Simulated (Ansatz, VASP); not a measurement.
# Cross-check of Ge (Germanium) between VASP and Ansatz

One calculation is typed for both programs; each brings its own data sets. How far apart do they land? The cell is taken from a series of runs on this material, whose earlier steps may have relaxed, scaled, displaced or heated it; both programs get it as it stands.

Main program and level: Ansatz 0.2.0; plane waves, with VASP 6.6.1 beside it; zone-centre phonons at LDA.

## (1) Set-up

It takes space group R-3m (No. 166, trigonal). The conventional cell has a = 4.015 Å, b = 4.015 Å, c = 9.700 Å, α = 90.00°, β = 90.00°, γ = 120.00°. Nearest to Ge lie 4 Ge at 2.44 to 2.45 Å.

## (2) VASP: zone-centre phonons, LDA

Second derivatives magnify differences that forces hide, and they need a tight electronic threshold.

Lines of VASP's logs that name or quote its potential files are left out, and so is its time.

The input, INCAR:

```
SYSTEM = Ge
PREC = Accurate
ENCUT = 500
EDIFF = 1E-08
NELM = 120
ISMEAR = 0
SIGMA = 0.015
LREAL = .FALSE.
ALGO = Normal
GGA = CA
NBANDS = 20
LORBIT = 11
LWAVE = .FALSE.
LCHARG = .FALSE.
ISIF = 2
ISYM = 2
IBRION = 8
LASPH = .TRUE.
GGA_COMPAT = .FALSE.
KPAR = 2
```

The input, POSCAR:

```
Ge
1.0
   -0.0257846495      2.8130654496      2.8130654496
    2.8130654496     -0.0257846495      2.8130654496
    2.8130654496      2.8130654496     -0.0257846495
Ge
2
Direct
    0.4993801064      0.4993801064      0.4993801064
    0.7506198936      0.7506198936      0.7506198936
```

The input, KPOINTS:

```
Points of the shifted mesh
1728
Reciprocal
 0.0416666667  0.0416666667  0.0416666667 1
 0.0416666667  0.0416666667  0.1250000000 1
 0.0416666667  0.0416666667  0.2083333333 1
 0.0416666667  0.0416666667  0.2916666667 1
 0.0416666667  0.0416666667  0.3750000000 1
 0.0416666667  0.0416666667  0.4583333333 1
 0.0416666667  0.0416666667  0.5416666667 1
 0.0416666667  0.0416666667  0.6250000000 1
 0.0416666667  0.0416666667  0.7083333333 1
 0.0416666667  0.0416666667  0.7916666667 1
 0.0416666667  0.0416666667  0.8750000000 1
 0.0416666667  0.0416666667  0.9583333333 1
 0.0416666667  0.1250000000  0.0416666667 1
 0.0416666667  0.1250000000  0.1250000000 1
 0.0416666667  0.1250000000  0.2083333333 1
 0.0416666667  0.1250000000  0.2916666667 1
 0.0416666667  0.1250000000  0.3750000000 1
 0.0416666667  0.1250000000  0.4583333333 1
 0.0416666667  0.1250000000  0.5416666667 1
 0.0416666667  0.1250000000  0.6250000000 1
 0.0416666667  0.1250000000  0.7083333333 1
 0.0416666667  0.1250000000  0.7916666667 1
 0.0416666667  0.1250000000  0.8750000000 1
 0.0416666667  0.1250000000  0.9583333333 1
 0.0416666667  0.2083333333  0.0416666667 1
 0.0416666667  0.2083333333  0.1250000000 1
 0.0416666667  0.2083333333  0.2083333333 1
 0.0416666667  0.2083333333  0.2916666667 1
 0.0416666667  0.2083333333  0.3750000000 1
 0.0416666667  0.2083333333  0.4583333333 1
 0.0416666667  0.2083333333  0.5416666667 1
 0.0416666667  0.2083333333  0.6250000000 1
 0.0416666667  0.2083333333  0.7083333333 1
 0.0416666667  0.2083333333  0.7916666667 1
 0.0416666667  0.2083333333  0.8750000000 1
 0.0416666667  0.2083333333  0.9583333333 1
 0.0416666667  0.2916666667  0.0416666667 1
 0.0416666667  0.2916666667  0.1250000000 1
 0.0416666667  0.2916666667  0.2083333333 1
 0.0416666667  0.2916666667  0.2916666667 1
 0.0416666667  0.2916666667  0.3750000000 1
 0.0416666667  0.2916666667  0.4583333333 1
 0.0416666667  0.2916666667  0.5416666667 1
 0.0416666667  0.2916666667  0.6250000000 1
 0.0416666667  0.2916666667  0.7083333333 1
 0.0416666667  0.2916666667  0.7916666667 1
 0.0416666667  0.2916666667  0.8750000000 1
 0.0416666667  0.2916666667  0.9583333333 1
 0.0416666667  0.3750000000  0.0416666667 1
 0.0416666667  0.3750000000  0.1250000000 1
 0.0416666667  0.3750000000  0.2083333333 1
 0.0416666667  0.3750000000  0.2916666667 1
 0.0416666667  0.3750000000  0.3750000000 1
 0.0416666667  0.3750000000  0.4583333333 1
 0.0416666667  0.3750000000  0.5416666667 1
 0.0416666667  0.3750000000  0.6250000000 1
 0.0416666667  0.3750000000  0.7083333333 1
 0.0416666667  0.3750000000  0.7916666667 1
 0.0416666667  0.3750000000  0.8750000000 1
 0.0416666667  0.3750000000  0.9583333333 1
 0.0416666667  0.4583333333  0.0416666667 1
 0.0416666667  0.4583333333  0.1250000000 1
 0.0416666667  0.4583333333  0.2083333333 1
 0.0416666667  0.4583333333  0.2916666667 1
 0.0416666667  0.4583333333  0.3750000000 1
 0.0416666667  0.4583333333  0.4583333333 1
 0.0416666667  0.4583333333  0.5416666667 1
 0.0416666667  0.4583333333  0.6250000000 1
 0.0416666667  0.4583333333  0.7083333333 1
 0.0416666667  0.4583333333  0.7916666667 1
 0.0416666667  0.4583333333  0.8750000000 1
 0.0416666667  0.4583333333  0.9583333333 1
 0.0416666667  0.5416666667  0.0416666667 1
 0.0416666667  0.5416666667  0.1250000000 1
 0.0416666667  0.5416666667  0.2083333333 1
 0.0416666667  0.5416666667  0.2916666667 1
 0.0416666667  0.5416666667  0.3750000000 1
 0.0416666667  0.5416666667  0.4583333333 1
 0.0416666667  0.5416666667  0.5416666667 1
 0.0416666667  0.5416666667  0.6250000000 1
 0.0416666667  0.5416666667  0.7083333333 1
 0.0416666667  0.5416666667  0.7916666667 1
 0.0416666667  0.5416666667  0.8750000000 1
 0.0416666667  0.5416666667  0.9583333333 1
 0.0416666667  0.6250000000  0.0416666667 1
 0.0416666667  0.6250000000  0.1250000000 1
 0.0416666667  0.6250000000  0.2083333333 1
 0.0416666667  0.6250000000  0.2916666667 1
 0.0416666667  0.6250000000  0.3750000000 1
 0.0416666667  0.6250000000  0.4583333333 1
 0.0416666667  0.6250000000  0.5416666667 1
 0.0416666667  0.6250000000  0.6250000000 1
 0.0416666667  0.6250000000  0.7083333333 1
 0.0416666667  0.6250000000  0.7916666667 1
 0.0416666667  0.6250000000  0.8750000000 1
 0.0416666667  0.6250000000  0.9583333333 1
 0.0416666667  0.7083333333  0.0416666667 1
 0.0416666667  0.7083333333  0.1250000000 1
 0.0416666667  0.7083333333  0.2083333333 1
 0.0416666667  0.7083333333  0.2916666667 1
 0.0416666667  0.7083333333  0.3750000000 1
 0.0416666667  0.7083333333  0.4583333333 1
 0.0416666667  0.7083333333  0.5416666667 1
 0.0416666667  0.7083333333  0.6250000000 1
 0.0416666667  0.7083333333  0.7083333333 1
 0.0416666667  0.7083333333  0.7916666667 1
 0.0416666667  0.7083333333  0.8750000000 1
 0.0416666667  0.7083333333  0.9583333333 1
 0.0416666667  0.7916666667  0.0416666667 1
 0.0416666667  0.7916666667  0.1250000000 1
 0.0416666667  0.7916666667  0.2083333333 1
 0.0416666667  0.7916666667  0.2916666667 1
[... 1390 lines left out ...]
 0.8750000000  0.4583333333  0.1250000000 1
 0.8750000000  0.4583333333  0.2083333333 1
 0.8750000000  0.4583333333  0.2916666667 1
 0.8750000000  0.4583333333  0.3750000000 1
 0.8750000000  0.4583333333  0.4583333333 1
 0.8750000000  0.4583333333  0.5416666667 1
 0.8750000000  0.4583333333  0.6250000000 1
 0.8750000000  0.4583333333  0.7083333333 1
 0.8750000000  0.4583333333  0.7916666667 1
 0.8750000000  0.4583333333  0.8750000000 1
 0.8750000000  0.4583333333  0.9583333333 1
 0.8750000000  0.5416666667  0.0416666667 1
 0.8750000000  0.5416666667  0.1250000000 1
 0.8750000000  0.5416666667  0.2083333333 1
 0.8750000000  0.5416666667  0.2916666667 1
 0.8750000000  0.5416666667  0.3750000000 1
 0.8750000000  0.5416666667  0.4583333333 1
 0.8750000000  0.5416666667  0.5416666667 1
 0.8750000000  0.5416666667  0.6250000000 1
 0.8750000000  0.5416666667  0.7083333333 1
 0.8750000000  0.5416666667  0.7916666667 1
 0.8750000000  0.5416666667  0.8750000000 1
 0.8750000000  0.5416666667  0.9583333333 1
 0.8750000000  0.6250000000  0.0416666667 1
 0.8750000000  0.6250000000  0.1250000000 1
 0.8750000000  0.6250000000  0.2083333333 1
 0.8750000000  0.6250000000  0.2916666667 1
 0.8750000000  0.6250000000  0.3750000000 1
 0.8750000000  0.6250000000  0.4583333333 1
 0.8750000000  0.6250000000  0.5416666667 1
 0.8750000000  0.6250000000  0.6250000000 1
 0.8750000000  0.6250000000  0.7083333333 1
 0.8750000000  0.6250000000  0.7916666667 1
 0.8750000000  0.6250000000  0.8750000000 1
 0.8750000000  0.6250000000  0.9583333333 1
 0.8750000000  0.7083333333  0.0416666667 1
 0.8750000000  0.7083333333  0.1250000000 1
 0.8750000000  0.7083333333  0.2083333333 1
 0.8750000000  0.7083333333  0.2916666667 1
 0.8750000000  0.7083333333  0.3750000000 1
 0.8750000000  0.7083333333  0.4583333333 1
 0.8750000000  0.7083333333  0.5416666667 1
 0.8750000000  0.7083333333  0.6250000000 1
 0.8750000000  0.7083333333  0.7083333333 1
 0.8750000000  0.7083333333  0.7916666667 1
 0.8750000000  0.7083333333  0.8750000000 1
 0.8750000000  0.7083333333  0.9583333333 1
 0.8750000000  0.7916666667  0.0416666667 1
 0.8750000000  0.7916666667  0.1250000000 1
 0.8750000000  0.7916666667  0.2083333333 1
 0.8750000000  0.7916666667  0.2916666667 1
 0.8750000000  0.7916666667  0.3750000000 1
 0.8750000000  0.7916666667  0.4583333333 1
 0.8750000000  0.7916666667  0.5416666667 1
 0.8750000000  0.7916666667  0.6250000000 1
 0.8750000000  0.7916666667  0.7083333333 1
 0.8750000000  0.7916666667  0.7916666667 1
 0.8750000000  0.7916666667  0.8750000000 1
 0.8750000000  0.7916666667  0.9583333333 1
 0.8750000000  0.8750000000  0.0416666667 1
 0.8750000000  0.8750000000  0.1250000000 1
 0.8750000000  0.8750000000  0.2083333333 1
 0.8750000000  0.8750000000  0.2916666667 1
 0.8750000000  0.8750000000  0.3750000000 1
 0.8750000000  0.8750000000  0.4583333333 1
 0.8750000000  0.8750000000  0.5416666667 1
 0.8750000000  0.8750000000  0.6250000000 1
 0.8750000000  0.8750000000  0.7083333333 1
 0.8750000000  0.8750000000  0.7916666667 1
 0.8750000000  0.8750000000  0.8750000000 1
 0.8750000000  0.8750000000  0.9583333333 1
 0.8750000000  0.9583333333  0.0416666667 1
 0.8750000000  0.9583333333  0.1250000000 1
 0.8750000000  0.9583333333  0.2083333333 1
 0.8750000000  0.9583333333  0.2916666667 1
 0.8750000000  0.9583333333  0.3750000000 1
 0.8750000000  0.9583333333  0.4583333333 1
 0.8750000000  0.9583333333  0.5416666667 1
 0.8750000000  0.9583333333  0.6250000000 1
 0.8750000000  0.9583333333  0.7083333333 1
 0.8750000000  0.9583333333  0.7916666667 1
 0.8750000000  0.9583333333  0.8750000000 1
 0.8750000000  0.9583333333  0.9583333333 1
 0.9583333333  0.0416666667  0.0416666667 1
 0.9583333333  0.0416666667  0.1250000000 1
 0.9583333333  0.0416666667  0.2083333333 1
 0.9583333333  0.0416666667  0.2916666667 1
 0.9583333333  0.0416666667  0.3750000000 1
 0.9583333333  0.0416666667  0.4583333333 1
 0.9583333333  0.0416666667  0.5416666667 1
 0.9583333333  0.0416666667  0.6250000000 1
 0.9583333333  0.0416666667  0.7083333333 1
 0.9583333333  0.0416666667  0.7916666667 1
 0.9583333333  0.0416666667  0.8750000000 1
 0.9583333333  0.0416666667  0.9583333333 1
 0.9583333333  0.1250000000  0.0416666667 1
 0.9583333333  0.1250000000  0.1250000000 1
 0.9583333333  0.1250000000  0.2083333333 1
 0.9583333333  0.1250000000  0.2916666667 1
 0.9583333333  0.1250000000  0.3750000000 1
 0.9583333333  0.1250000000  0.4583333333 1
 0.9583333333  0.1250000000  0.5416666667 1
 0.9583333333  0.1250000000  0.6250000000 1
 0.9583333333  0.1250000000  0.7083333333 1
 0.9583333333  0.1250000000  0.7916666667 1
 0.9583333333  0.1250000000  0.8750000000 1
 0.9583333333  0.1250000000  0.9583333333 1
 0.9583333333  0.2083333333  0.0416666667 1
 0.9583333333  0.2083333333  0.1250000000 1
 0.9583333333  0.2083333333  0.2083333333 1
 0.9583333333  0.2083333333  0.2916666667 1
 0.9583333333  0.2083333333  0.3750000000 1
 0.9583333333  0.2083333333  0.4583333333 1
 0.9583333333  0.2083333333  0.5416666667 1
 0.9583333333  0.2083333333  0.6250000000 1
 0.9583333333  0.2083333333  0.7083333333 1
 0.9583333333  0.2083333333  0.7916666667 1
 0.9583333333  0.2083333333  0.8750000000 1
 0.9583333333  0.2083333333  0.9583333333 1
 0.9583333333  0.2916666667  0.0416666667 1
 0.9583333333  0.2916666667  0.1250000000 1
 0.9583333333  0.2916666667  0.2083333333 1
 0.9583333333  0.2916666667  0.2916666667 1
 0.9583333333  0.2916666667  0.3750000000 1
 0.9583333333  0.2916666667  0.4583333333 1
 0.9583333333  0.2916666667  0.5416666667 1
 0.9583333333  0.2916666667  0.6250000000 1
 0.9583333333  0.2916666667  0.7083333333 1
 0.9583333333  0.2916666667  0.7916666667 1
 0.9583333333  0.2916666667  0.8750000000 1
 0.9583333333  0.2916666667  0.9583333333 1
 0.9583333333  0.3750000000  0.0416666667 1
 0.9583333333  0.3750000000  0.1250000000 1
 0.9583333333  0.3750000000  0.2083333333 1
 0.9583333333  0.3750000000  0.2916666667 1
 0.9583333333  0.3750000000  0.3750000000 1
 0.9583333333  0.3750000000  0.4583333333 1
 0.9583333333  0.3750000000  0.5416666667 1
 0.9583333333  0.3750000000  0.6250000000 1
 0.9583333333  0.3750000000  0.7083333333 1
 0.9583333333  0.3750000000  0.7916666667 1
 0.9583333333  0.3750000000  0.8750000000 1
 0.9583333333  0.3750000000  0.9583333333 1
 0.9583333333  0.4583333333  0.0416666667 1
 0.9583333333  0.4583333333  0.1250000000 1
 0.9583333333  0.4583333333  0.2083333333 1
 0.9583333333  0.4583333333  0.2916666667 1
 0.9583333333  0.4583333333  0.3750000000 1
 0.9583333333  0.4583333333  0.4583333333 1
 0.9583333333  0.4583333333  0.5416666667 1
 0.9583333333  0.4583333333  0.6250000000 1
 0.9583333333  0.4583333333  0.7083333333 1
 0.9583333333  0.4583333333  0.7916666667 1
 0.9583333333  0.4583333333  0.8750000000 1
 0.9583333333  0.4583333333  0.9583333333 1
 0.9583333333  0.5416666667  0.0416666667 1
 0.9583333333  0.5416666667  0.1250000000 1
 0.9583333333  0.5416666667  0.2083333333 1
 0.9583333333  0.5416666667  0.2916666667 1
 0.9583333333  0.5416666667  0.3750000000 1
 0.9583333333  0.5416666667  0.4583333333 1
 0.9583333333  0.5416666667  0.5416666667 1
 0.9583333333  0.5416666667  0.6250000000 1
 0.9583333333  0.5416666667  0.7083333333 1
 0.9583333333  0.5416666667  0.7916666667 1
 0.9583333333  0.5416666667  0.8750000000 1
 0.9583333333  0.5416666667  0.9583333333 1
 0.9583333333  0.6250000000  0.0416666667 1
 0.9583333333  0.6250000000  0.1250000000 1
 0.9583333333  0.6250000000  0.2083333333 1
 0.9583333333  0.6250000000  0.2916666667 1
 0.9583333333  0.6250000000  0.3750000000 1
 0.9583333333  0.6250000000  0.4583333333 1
 0.9583333333  0.6250000000  0.5416666667 1
 0.9583333333  0.6250000000  0.6250000000 1
 0.9583333333  0.6250000000  0.7083333333 1
 0.9583333333  0.6250000000  0.7916666667 1
 0.9583333333  0.6250000000  0.8750000000 1
 0.9583333333  0.6250000000  0.9583333333 1
 0.9583333333  0.7083333333  0.0416666667 1
 0.9583333333  0.7083333333  0.1250000000 1
 0.9583333333  0.7083333333  0.2083333333 1
 0.9583333333  0.7083333333  0.2916666667 1
 0.9583333333  0.7083333333  0.3750000000 1
 0.9583333333  0.7083333333  0.4583333333 1
 0.9583333333  0.7083333333  0.5416666667 1
 0.9583333333  0.7083333333  0.6250000000 1
 0.9583333333  0.7083333333  0.7083333333 1
 0.9583333333  0.7083333333  0.7916666667 1
 0.9583333333  0.7083333333  0.8750000000 1
 0.9583333333  0.7083333333  0.9583333333 1
 0.9583333333  0.7916666667  0.0416666667 1
 0.9583333333  0.7916666667  0.1250000000 1
 0.9583333333  0.7916666667  0.2083333333 1
 0.9583333333  0.7916666667  0.2916666667 1
 0.9583333333  0.7916666667  0.3750000000 1
 0.9583333333  0.7916666667  0.4583333333 1
 0.9583333333  0.7916666667  0.5416666667 1
 0.9583333333  0.7916666667  0.6250000000 1
 0.9583333333  0.7916666667  0.7083333333 1
 0.9583333333  0.7916666667  0.7916666667 1
 0.9583333333  0.7916666667  0.8750000000 1
 0.9583333333  0.7916666667  0.9583333333 1
 0.9583333333  0.8750000000  0.0416666667 1
 0.9583333333  0.8750000000  0.1250000000 1
 0.9583333333  0.8750000000  0.2083333333 1
 0.9583333333  0.8750000000  0.2916666667 1
 0.9583333333  0.8750000000  0.3750000000 1
 0.9583333333  0.8750000000  0.4583333333 1
 0.9583333333  0.8750000000  0.5416666667 1
 0.9583333333  0.8750000000  0.6250000000 1
 0.9583333333  0.8750000000  0.7083333333 1
 0.9583333333  0.8750000000  0.7916666667 1
 0.9583333333  0.8750000000  0.8750000000 1
 0.9583333333  0.8750000000  0.9583333333 1
 0.9583333333  0.9583333333  0.0416666667 1
 0.9583333333  0.9583333333  0.1250000000 1
 0.9583333333  0.9583333333  0.2083333333 1
 0.9583333333  0.9583333333  0.2916666667 1
 0.9583333333  0.9583333333  0.3750000000 1
 0.9583333333  0.9583333333  0.4583333333 1
 0.9583333333  0.9583333333  0.5416666667 1
 0.9583333333  0.9583333333  0.6250000000 1
 0.9583333333  0.9583333333  0.7083333333 1
 0.9583333333  0.9583333333  0.7916666667 1
 0.9583333333  0.9583333333  0.8750000000 1
 0.9583333333  0.9583333333  0.9583333333 1
```

The projector-augmented-wave data sets are Ge_d (LDA family, release 64).

The run is started by

```console
$ mpirun -np 2 vasp_std
```

Numbers of over 12 decimals in the logs are rounded to 6 here.

Log:

```text
[banner, memory and clock lines left out]
running    2 mpi-ranks, on    1 nodes
 distrk:  each k-point on    1 cores,    2 groups
 distr:  one band on    1 cores,    1 groups

 POSCAR found type information on POSCAR Ge
 POSCAR found :  1 types and       2 ions
 LDA part: xc-table for (Slater(with rela. corr.)+CA(PZ))
 , standard interpolation
 POSCAR, INCAR and KPOINTS ok, starting setup
 FFT: planning ... GRIDC
 FFT: planning ... GRID_SOFT
 FFT: planning ... GRID
 WAVECAR not read
 entering main loop
       N       E                     dE             d eps       ncg     rms          rms(c)
DAV:   1     0.182866678504E+03    0.18287E+03   -0.14726E+04 74252   0.369E+03
DAV:   2     0.149016513126E+02   -0.16797E+03   -0.16350E+03 69252   0.582E+02
DAV:   3    -0.976876842233E+01   -0.24670E+02   -0.24506E+02 77728   0.144E+02
DAV:   4    -0.105509590282E+02   -0.78219E+00   -0.78164E+00 78108   0.300E+01
DAV:   5    -0.105637385210E+02   -0.12779E-01   -0.12779E-01 77128   0.417E+00    0.329E+00
DAV:   6    -0.104465826244E+02    0.11716E+00   -0.38105E-02 76756   0.171E+00    0.188E+00
DAV:   7    -0.103876126903E+02    0.58970E-01   -0.76533E-02 72504   0.208E+00    0.140E-01
DAV:   8    -0.103882853647E+02   -0.67267E-03   -0.56048E-03 78280   0.870E-01    0.475E-02
DAV:   9    -0.103883261065E+02   -0.40742E-04   -0.92452E-05 79824   0.102E-01    0.132E-02
DAV:  10    -0.103883229273E+02    0.31792E-05   -0.10058E-05 93800   0.463E-02    0.423E-03
DAV:  11    -0.103883228530E+02    0.74231E-07   -0.11686E-06 73636   0.841E-03    0.155E-03
DAV:  12    -0.103883228533E+02   -0.25466E-09   -0.12250E-07 87648   0.372E-03    0.411E-04
DAV:  13    -0.103883228509E+02    0.24120E-08   -0.86982E-09 48848   0.884E-04
   1 F= -.10388323E+02 E0= -.10388319E+02  d E =-.700621E-05
 Linear response reoptimize wavefunctions to high precision
DAV:   1    -0.103883228512E+02   -0.26648E-09   -0.15155E-09 49936   0.378E-04
DAV:   2    -0.103883228512E+02   -0.13642E-10   -0.20044E-10 40172   0.171E-04
 Linear response DOF=           1
 Linear response progress:
  Degree of freedom:   1/  1
       N       E                     dE             d eps       ncg     rms          rms(c)
RMM:   1    -0.188172177036E+00   -0.18817E+00    0.84782E+00 84558   0.447E+01
RMM:   2    -0.195640669829E+00   -0.74685E-02   -0.13456E-02111946   0.110E+00    0.745E-02
RMM:   3    -0.195689655239E+00   -0.48985E-04   -0.94034E-04118401   0.318E-01    0.428E-02
RMM:   4    -0.195630853499E+00    0.58802E-04   -0.64073E-05126631   0.825E-02    0.477E-03
RMM:   5    -0.195637005819E+00   -0.61523E-05   -0.47379E-06122001   0.192E-02    0.234E-03
RMM:   6    -0.195647428449E+00   -0.10423E-04   -0.25761E-07124099   0.524E-03    0.322E-04
RMM:   7    -0.195646750189E+00    0.67826E-06   -0.64446E-08127556   0.174E-03    0.205E-04
RMM:   8    -0.195646343888E+00    0.40630E-06   -0.51265E-09129233   0.602E-04    0.419E-05
RMM:   9    -0.195646190065E+00    0.15382E-06    0.76482E-09128274   0.269E-04    0.170E-05
RMM:  10    -0.195646302073E+00   -0.11201E-06   -0.64264E-09129499   0.125E-04    0.602E-06
RMM:  11    -0.195646315724E+00   -0.13651E-07   -0.15463E-08132870   0.679E-05    0.318E-06
RMM:  12    -0.195646339770E+00   -0.24047E-07   -0.11874E-08136183   0.428E-05    0.146E-06
RMM:  13    -0.195646350113E+00   -0.10343E-07    0.15414E-09154637   0.312E-05    0.323E-07
RMM:  14    -0.195646350727E+00   -0.61365E-09    0.77553E-10144581   0.255E-05    0.264E-07
 first order change of Fermi-energy   0.15070E+01
 force on displaced ion       1 direction 1 : -10.987  -0.236  -0.236
 Linear response finished
```

(Continued in part 2 of 2.)

[Lines on the potential files, build, host, timing and source positions are cut from VASP's logs without a mark.]

[Logs are printed without paths, hosts, clocks, repeated set-up lines and the standing remarks that a program may print on its own settings, such as how far it seeks lower states.]

[Hosts, paths, dates, database ids (printed as entryN), source tags and the programs' standing remarks are cut or masked in the printed files.]
